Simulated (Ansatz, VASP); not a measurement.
# Ge: VASP beside Ansatz

One calculation is typed for both programs; each brings its own data sets. How far apart do they land? The structure shown is frame 250 of Ansatz's trajectory.

Calculated with Ansatz 0.2.0; plane waves, with VASP 6.6.1 beside it; single point at PBEsol.

**1. The structure**

The cell holds 48 atoms: 48 Ge. Its edges and angles: a = 10.111 Å, b = 10.111 Å, c = 10.111 Å, α = 90.0°, β = 90.0°, γ = 90.0°. As first built, before any earlier steps moved the atoms (in the runner's words): 48 atoms (48 Ge) placed at random at 5.6 g/cm^3 and pushed apart to contact distance.

**2. Ansatz: dynamics, PBEsol**

Ansatz runs on its default PAW (the set named soft_2) files.

One frame of this run of dynamics is then solved in both programs, so the motion causes no difference.

Contents of input.yaml:

```yaml
crystal:
  lattice:
    - [10.1113, 0.0, 0.0]
    - [0.0, 10.1113, 0.0]
    - [0.0, 0.0, 10.1113]
  atoms:
    - { symbol: Ge, position: [0.51182, 0.95046, 0.14416] }
    - { symbol: Ge, position: [0.87967, 0.35713, 0.38573] }
    - { symbol: Ge, position: [0.7299, 0.44227, 0.55557] }
    - { symbol: Ge, position: [0.09458, 0.80863, 0.50331] }
    - { symbol: Ge, position: [0.36061, 0.82026, 0.32812] }
    - { symbol: Ge, position: [0.45247, 0.13434, 0.39949] }
    - { symbol: Ge, position: [0.25929, 0.26628, 0.78136] }
    - { symbol: Ge, position: [0.27584, 0.47759, 0.9694] }
    - { symbol: Ge, position: [0.90063, 0.67719, 0.54132] }
    - { symbol: Ge, position: [0.2966, 0.17815, 0.99857] }
    - { symbol: Ge, position: [0.5171, 0.11557, 0.62711] }
    - { symbol: Ge, position: [0.80094, 0.70725, 0.97695] }
    - { symbol: Ge, position: [0.04574, 0.50168, 0.4744] }
    - { symbol: Ge, position: [0.06874, 0.57848, 0.81366] }
    - { symbol: Ge, position: [0.56039, 0.26694, 0.84759] }
    - { symbol: Ge, position: [0.49225, 0.50894, 0.73832] }
    - { symbol: Ge, position: [0.18774, 0.83209, 0.72036] }
    - { symbol: Ge, position: [0.78744, 0.23884, 0.78436] }
    - { symbol: Ge, position: [0.17021, 0.05211, 0.84063] }
    - { symbol: Ge, position: [0.86238, 0.88352, 0.4304] }
    - { symbol: Ge, position: [0.28946, 0.028, 0.63313] }
    - { symbol: Ge, position: [0.71038, 0.81794, 0.25848] }
    - { symbol: Ge, position: [0.29882, 0.63559, 0.79378] }
    - { symbol: Ge, position: [0.93618, 0.0908, 0.51943] }
    - { symbol: Ge, position: [0.93724, 0.41939, 0.66881] }
    - { symbol: Ge, position: [0.03551, 0.70286, 0.01307] }
    - { symbol: Ge, position: [0.79932, 0.88944, 0.66029] }
    - { symbol: Ge, position: [0.22268, 0.77937, 0.13738] }
    - { symbol: Ge, position: [0.85134, 0.02012, 0.85156] }
    - { symbol: Ge, position: [0.17058, 0.40687, 0.29617] }
    - { symbol: Ge, position: [0.66397, 0.2596, 0.41911] }
    - { symbol: Ge, position: [0.08889, 0.26522, 0.46847] }
    - { symbol: Ge, position: [0.14422, 0.6587, 0.32612] }
    - { symbol: Ge, position: [0.69988, 0.6436, 0.41922] }
    - { symbol: Ge, position: [0.83915, 0.61448, 0.76184] }
    - { symbol: Ge, position: [0.34014, 0.56609, 0.18005] }
    - { symbol: Ge, position: [0.95598, 0.23983, 0.194] }
    - { symbol: Ge, position: [0.02465, 0.23048, 0.78288] }
    - { symbol: Ge, position: [0.71118, 0.04152, 0.33814] }
    - { symbol: Ge, position: [0.43369, 0.65334, 0.48023] }
    - { symbol: Ge, position: [0.57808, 0.83775, 0.72901] }
    - { symbol: Ge, position: [0.39401, 0.44373, 0.37618] }
    - { symbol: Ge, position: [0.16543, 0.15694, 0.26885] }
    - { symbol: Ge, position: [0.32408, 0.30616, 0.55653] }
    - { symbol: Ge, position: [0.96786, 0.80881, 0.8067] }
    - { symbol: Ge, position: [0.66831, 0.52037, 0.8971] }
    - { symbol: Ge, position: [0.68202, 0.48023, 0.13064] }
    - { symbol: Ge, position: [0.48903, 0.21293, 0.13311] }
kpoints:
  mp_grid: { grid: [1, 1, 1] }
hamiltonian:
  xc: pbesol
scf:
  occupations: { method: fermi_dirac, width: 0.106 }
output:
  forces: true
  stress: true
md:
  timestep: 4.0
  n_steps: 750
  ensemble: nvt_nose_hoover
  temperature: 1845
  initial_velocities: maxwell_boltzmann
  seed: 7
  temperature_schedule:
    - { n_steps: 93, end_temperature: 1845 }
    - { n_steps: 93, end_temperature: 1230 }
```

Run with:

```bash
$ ansatz run input.yaml --threads 8 --pin off --max-ram 15360MiB --backend cpu --events-out ev --progress --plain --runs-dir out
```

Numbers of over 12 decimals in the logs are rounded to 6 here.

The log of the run:

```text
Warning: md: disabling space-group detection — thermal motion breaks the input geometry's symmetry, so no spatial operation reduces the k-mesh or symmetrises the density; time reversal is kept, so that k and −k are solved as one point where they differ and the mesh holds both, and exact exchange and, on two spinor components, a DFT+U term hold to it where the run has them: on two components no moment then forms, and  [...]
Warning: output.stress: scf.convergence.dr2_threshold = 4.8e-8 eV (the default of an md: trajectory) is looser than the 4.8e-9 eV advised for a printed stress (1e-10 eV for each atom of the cell: 48). What an SCF threshold leaves in a stress goes as its square root, and in the free energy as the threshold itself, and one threshold admits the most on a small cell: [figures from the program's tests cut] Set scf.converg [...]
band count auto-derived: 405 (N_el = 672.0; filled up to band 336; 404 by the electrons, moments and atoms)
Engine: ansatz 0.2.0, aarch64-unknown-linux-gnu
Pseudopotentials: kind: paw
Pseudopotential: Ge, paw, valence charge 14, recommended cutoff 420 eV (normal), Ge.paw.azcp
Functional definition: PBEsol
  exchange = pbesol_x
  correlation = pbesol_c
Crystal: 48 atoms, lattice volume = 1033.763 Å³
Basis set: ecut = 420 eV, 20197 PW (Γ), exchange–correlation on 144×144×144 points (8 copies of the dense FFT grid, shifted against one another)
Bands: 405, of which v1, the nominal top of the filled ones, is band 336 counted from 1 (335 counted from 0)
Symmetry: 1 space group operations
k-points: 1
Non-local potential: Ge, projectors of the file, l = 0: 2, l = 1: 2, l = 2: 3, l = 3: 1
PAW form: soft (Blöchl's): semilocal exchange-correlation on the pseudo side does not see the compensation charge
PAW frozen core: Ge, regenerated for the run's functional, and the local potential with it (the file was generated under x = pbe(κ = 0.804, μ = 0.219515), c = pbe(β = 0.066725))
PAW one-centre angular grid: Ge, 590 points (default); XC on 64 Gauss nodes
Initial density: superposition of atomic densities (neutral atoms: chi_scale 0, normalization atom), corrected by the library's trained network
Initial wavefunctions: pseudopotential atomic-orbital guess
Functional: x = pbesol(κ = 0.804, μ = 0.123457), c = pbesol(β = 0.046)
SCF iter   1: F=—  HF=-204129.500459 eV  |F-HF|=—  |Δ(HF+E_count)|=         —  Δρ=6.72e-3  dr2=1.18e0  ethr=1.77e-3  ⟨swp⟩=6.0  Hψ=1442  notcnv=0
preconditioner: auto → LDOS  [metal: Δε(μ)=0.058 eV  Ē_g=22.196 eV  σ=0.106 eV  W_gap=0.13  n_scr=256 (ndim 8)  ℏωp=29.9 eV  f_vac=0.085  D(μ)=27.43/eV (n_scr^D=178)  β→1.0]
SCF iter   2: F=—  HF=-204129.245382 eV  |F-HF|=—  |Δ(HF+E_count)|=   2.55e-1  Δρ=3.45e-3  dr2=2.11e-1  ethr=1.76e-4  ⟨swp⟩=3.0  Hψ=844  notcnv=0  defer=27
SCF iter   3: F=—  HF=-204129.192987 eV  |F-HF|=—  |Δ(HF+E_count)|=   5.24e-2  Δρ=1.37e-3  dr2=4.64e-2  ethr=3.14e-5  ⟨swp⟩=2.0  Hψ=756  notcnv=0  defer=27
SCF iter   4: F=—  HF=-204129.180651 eV  |F-HF|=—  |Δ(HF+E_count)|=   1.23e-2  Δρ=4.44e-4  dr2=5.77e-3  ethr=6.91e-6  ⟨swp⟩=2.0  Hψ=716  notcnv=0  defer=27
SCF iter   5: F=—  HF=-204129.179518 eV  |F-HF|=—  |Δ(HF+E_count)|=   1.13e-3  Δρ=1.38e-4  dr2=6.64e-4  ethr=8.59e-7  ⟨swp⟩=2.0  Hψ=465  notcnv=0  defer=27
SCF iter   6: F=—  HF=-204129.179419 eV  |F-HF|=—  |Δ(HF+E_count)|=   9.84e-5  Δρ=4.54e-5  dr2=6.04e-5  ethr=9.88e-8  ⟨swp⟩=2.0  Hψ=716  notcnv=0  defer=27
SCF iter   7: F=—  HF=-204129.179392 eV  |F-HF|=—  |Δ(HF+E_count)|=   2.74e-5  Δρ=1.69e-5  dr2=6.49e-6  ethr=8.98e-9  ⟨swp⟩=2.0  Hψ=716  notcnv=0  defer=27
SCF iter   8: F=—  HF=-204129.179844 eV  |F-HF|=—  |Δ(HF+E_count)|=   4.52e-4  Δρ=5.44e-6  dr2=5.71e-7  ethr=9.66e-10  ⟨swp⟩=2.0  Hψ=748  notcnv=0  defer=27
SCF iter   9: F=—  HF=-204129.179844 eV  |F-HF|=—  |Δ(HF+E_count)|=   4.56e-8  Δρ=2.04e-6  dr2=8.67e-8  ethr=8.49e-11  ⟨swp⟩=2.0  Hψ=728  notcnv=0  defer=27
[...]
md step   714: t =  2856.00 fs  T =  1255.8 K (target 1230.0 K)  F+E_penalty+E_count = -204150.02809005 eV  E_kin = 7.629468 eV  conserved = -204118.00410071 eV  P_inst = 0.2076 GPa  (4 SCF iters)
md step   716: t =  2864.00 fs  T =  1282.5 K (target 1230.0 K)  F+E_penalty+E_count = -204150.15282889 eV  E_kin = 7.791609 eV  conserved = -204118.00374066 eV  P_inst = 0.1940 GPa  (4 SCF iters)
md step   718: t =  2872.00 fs  T =  1287.3 K (target 1230.0 K)  F+E_penalty+E_count = -204150.14856277 eV  E_kin = 7.820577 eV  conserved = -204118.00191688 eV  P_inst = 0.2135 GPa  (4 SCF iters)
md step   720: t =  2880.00 fs  T =  1287.7 K (target 1230.0 K)  F+E_penalty+E_count = -204150.12429140 eV  E_kin = 7.823036 eV  conserved = -204118.00066117 eV  P_inst = 0.2268 GPa  (7 SCF iters)
md step   722: t =  2888.00 fs  T =  1297.5 K (target 1230.0 K)  F+E_penalty+E_count = -204150.16443474 eV  E_kin = 7.882705 eV  conserved = -204118.00105265 eV  P_inst = 0.1971 GPa  (4 SCF iters)
md step   724: t =  2896.00 fs  T =  1316.1 K (target 1230.0 K)  F+E_penalty+E_count = -204150.26410462 eV  E_kin = 7.995426 eV  conserved = -204118.00199211 eV  P_inst = 0.1160 GPa  (4 SCF iters)
md step   726: t =  2904.00 fs  T =  1336.8 K (target 1230.0 K)  F+E_penalty+E_count = -204150.38317585 eV  E_kin = 8.121132 eV  conserved = -204118.00209780 eV  P_inst = -0.0055 GPa  (4 SCF iters)
md step   728: t =  2912.00 fs  T =  1358.4 K (target 1230.0 K)  F+E_penalty+E_count = -204150.51699937 eV  E_kin = 8.252563 eV  conserved = -204118.00218902 eV  P_inst = -0.1579 GPa  (5 SCF iters)
md step   730: t =  2920.00 fs  T =  1378.7 K (target 1230.0 K)  F+E_penalty+E_count = -204150.65505430 eV  E_kin = 8.375804 eV  conserved = -204118.00358916 eV  P_inst = -0.3252 GPa  (9 SCF iters)
md step   732: t =  2928.00 fs  T =  1385.7 K (target 1230.0 K)  F+E_penalty+E_count = -204150.72462187 eV  E_kin = 8.418455 eV  conserved = -204118.00404583 eV  P_inst = -0.4734 GPa  (5 SCF iters)
md step   734: t =  2936.00 fs  T =  1375.4 K (target 1230.0 K)  F+E_penalty+E_count = -204150.70044403 eV  E_kin = 8.356106 eV  conserved = -204118.00214149 eV  P_inst = -0.5776 GPa  (5 SCF iters)
md step   736: t =  2944.00 fs  T =  1362.2 K (target 1230.0 K)  F+E_penalty+E_count = -204150.67101643 eV  E_kin = 8.275361 eV  conserved = -204118.00065635 eV  P_inst = -0.6409 GPa  (5 SCF iters)
md step   738: t =  2952.00 fs  T =  1357.3 K (target 1230.0 K)  F+E_penalty+E_count = -204150.70638388 eV  E_kin = 8.245658 eV  conserved = -204118.00090067 eV  P_inst = -0.6730 GPa  (5 SCF iters)
md step   740: t =  2960.00 fs  T =  1357.1 K (target 1230.0 K)  F+E_penalty+E_count = -204150.78354221 eV  E_kin = 8.244599 eV  conserved = -204118.00201547 eV  P_inst = -0.6759 GPa  (9 SCF iters)
md step   742: t =  2968.00 fs  T =  1350.0 K (target 1230.0 K)  F+E_penalty+E_count = -204150.83127806 eV  E_kin = 8.201445 eV  conserved = -204118.00326386 eV  P_inst = -0.6462 GPa  (5 SCF iters)
md step   744: t =  2976.00 fs  T =  1325.5 K (target 1230.0 K)  F+E_penalty+E_count = -204150.78412278 eV  E_kin = 8.053001 eV  conserved = -204118.00361096 eV  P_inst = -0.5829 GPa  (5 SCF iters)
md step   746: t =  2984.00 fs  T =  1284.9 K (target 1230.0 K)  F+E_penalty+E_count = -204150.64436349 eV  E_kin = 7.805770 eV  conserved = -204118.00229119 eV  P_inst = -0.4941 GPa  (4 SCF iters)
md step   748: t =  2992.00 fs  T =  1243.1 K (target 1230.0 K)  F+E_penalty+E_count = -204150.50287167 eV  E_kin = 7.552355 eV  conserved = -204118.00185956 eV  P_inst = -0.4029 GPa  (5 SCF iters)
[...]
md step   750: t =  3000.00 fs  T =  1207.0 K (target 1230.0 K)  F+E_penalty+E_count = -204150.39781362 eV  E_kin = 7.332715 eV  conserved = -204118.00381421 eV  P_inst = -0.3235 GPa  (9 SCF iters)
SCF converged after 9 iterations
Free energy (F): -204150.397814 eV
Harris-Foulkes:  -204150.397814 eV  (|F-HF|=3.84e-9)
Internal energy: -204149.542352 eV  (E = F + TS)
E sigma→0 (E₀):  -204149.970083 eV
Entropy (-TS):   -0.855462 eV (-17.822 meV/atom)
Fermi energy:    9.222475 eV
--- Per-component energies (eV) ---
  E_band       = -6818.034608
  E_kinetic    = 5291.695752
  E_local      = -112697.916250  (includes V_loc(G=0)·N_el)
  E_nonlocal   = 20035.883412
  E_hartree    = 49208.388184
  E_xc         = -3588.787839
  E_vxc        = -3088.759526  (∫ρ·V_xc dr)
  E_paw        = -94855.536830  (= ΣΔE_a)
  E_vpaw       = -14775.731731  (= ΣTr[D̂ρ^β])
  E_aug_tail   = 0.014540  (compensation charges beyond the density's cutoff)
  E_ewald      = -67587.344259
  E_core_change = 44.060939  (= ΣΔE_core)
  E_smearing   = -0.855462  (= −TS)
  E_closure    = -0.000000  (closes the sum)
  Σ components = -204150.397814   (vs F -204150.397814, Δ=0.00e0)
--- Forces (eV/Å), atoms counted from 1 ---
  atom   1  Ge    -0.28393186    -0.06135872    -0.26071122
  atom   2  Ge    -0.03210677     0.80913673    -0.09276469
  atom   3  Ge    -0.11245656    -0.59034371    -0.14661144
  atom   4  Ge    -0.15944199    -0.86798145    -0.21066767
  atom   5  Ge     1.38168143    -2.79820250     1.54064197
  atom   6  Ge     0.13460353    -1.14382104    -0.98758914
  atom   7  Ge    -0.51849696    -0.13136333     0.94208682
  atom   8  Ge    -0.18476551     0.24924851     0.10227626
  atom   9  Ge     0.36116772    -0.14557734     0.67812732
  atom  10  Ge     0.53230821    -0.19909651    -0.83200969
  atom  11  Ge    -0.04314458     0.01343441    -0.52714284
  atom  12  Ge    -0.22078811     0.32670886    -0.06336330
  atom  13  Ge     0.32981110    -0.11531312     0.57972988
  atom  14  Ge     0.67981372     0.68689061    -0.30796569
  atom  15  Ge    -0.67236910     0.86211573     1.09070817
  atom  16  Ge    -0.04451474     0.09424262    -0.01319417
  atom  17  Ge     0.49221961    -0.57956308     0.68986290
  atom  18  Ge     0.73158432     0.63446411     0.46601599
  atom  19  Ge    -0.00807993    -0.47244143     0.23732404
  atom  20  Ge    -0.13271572     0.33068426    -0.05215825
  atom  21  Ge    -0.17076323     0.43264992     0.62770984
  atom  22  Ge     0.07956805     0.17950467     0.41086246
  atom  23  Ge     0.05058151    -0.13509521    -0.21809550
  atom  24  Ge    -0.08182581    -0.27008278    -1.02099960
[...]
atom  41  Ge     1.53812388    -0.81477187    -0.94656778
  atom  42  Ge     0.13582523    -0.36739067    -0.31332322
  atom  43  Ge     0.06322465     0.09184212     0.00257664
  atom  44  Ge     0.28083711    -0.56945436     1.30507231
  atom  45  Ge    -0.18035713     0.33486097    -0.38926175
  atom  46  Ge     0.28192556     0.10810251    -0.01239396
  atom  47  Ge    -0.13735498     0.14128254    -0.66371974
  atom  48  Ge    -0.01631175    -0.30620437     0.44331733
  max |Σ_I F_I| component: 1.74e-5 eV/Å
--- Stress (GPa, compression-positive) ---
       -0.640560      -0.651560       1.491627
       -0.651560      -0.989926       0.578466
        1.491627       0.578466      -1.661159
  P = ⅓ Tr σ = -1.0972 GPa (-10.972 kbar)
--- MD trajectory: 750 steps, t = 0.0 → 3000.0 fs ---
  final state: T = 1207.0 K   F+E_penalty+E_count = -204150.39781362 eV   E_kin = 7.332715 eV
  conserved energy: peak-to-peak 6.764e-2 eV (1.409e-3 eV/atom) over 3000.0 fs
```

In the SCF lines HF is the Harris–Foulkes energy and dr2 the Hartree energy of the density residual, in eV; the loop may stop once dr2 is under the threshold and the program's other checks hold. Hψ counts applications of the Hamiltonian.

(Part 1 of 2 ends here.)

[Lines on the potential files, build, host, timing and source positions are cut from VASP's logs without a mark.]

[Logs are printed without paths, hosts, clocks, repeated set-up lines and the standing remarks that a program may print on its own settings, such as how far it seeks lower states.]

[Hosts, paths, dates, database ids (printed as entryN), source tags and the programs' standing remarks are cut or masked in the printed files.]
